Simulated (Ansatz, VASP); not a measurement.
**AlIn2As2P in VASP and in Ansatz**

```
Al In P As
1.0
     5.29274    0.00000    0.00000
     0.00000    5.29274    0.00000
     0.00000    0.00000    5.30120
Al In P As
1 2 1 2
Direct
  0.00000 0.00000 0.00000
  0.00000 0.50000 0.50000
  0.50000 0.00000 0.50000
  0.00000 0.00000 0.50000
  0.50000 0.50000 0.77363
  0.50000 0.50000 0.22637
```

Change from the starting cell: species swapped into the CeCr2Si2C type (P4/mmm, No. 123).

Alike in both runs: functional PBE; k mesh 8 × 8 × 8; occupations gaussian, width 0.1 eV; no spin polarisation.

Ansatz relaxed the structure, and its values are those at the end. VASP's run is a single point on that final structure, the one shown.

|  | VASP | Ansatz |
| --- | --- | --- |
| version | VASP 6.6.1 | Ansatz 0.2.0 |
| potentials or method | VASP PAW PBE potentials, release 64 (Al, In_d, P, As) | scalar-relativistic, plane waves, PAW |
| plane-wave cutoff (eV) | 520 | 420 |
| valence electrons in the cell | 44 | 64 |

Ansatz gave:

| Item | Value |
| --- | --- |
| gap on the k mesh at the Fermi level (eV) | none |
| pressure (GPa) | 0.0 |
| rms of the force components (eV/Å) | 0.001 |

Task: Estimate VASP's values.

Result: gap on the k mesh at the Fermi level (eV): none; pressure (GPa): 0.0; rms of the force components (eV/Å): 0.015.

A gap of «none» marks a metal or a gap that the smearing closes. The two sets of potentials don't hold the same shells in valence.
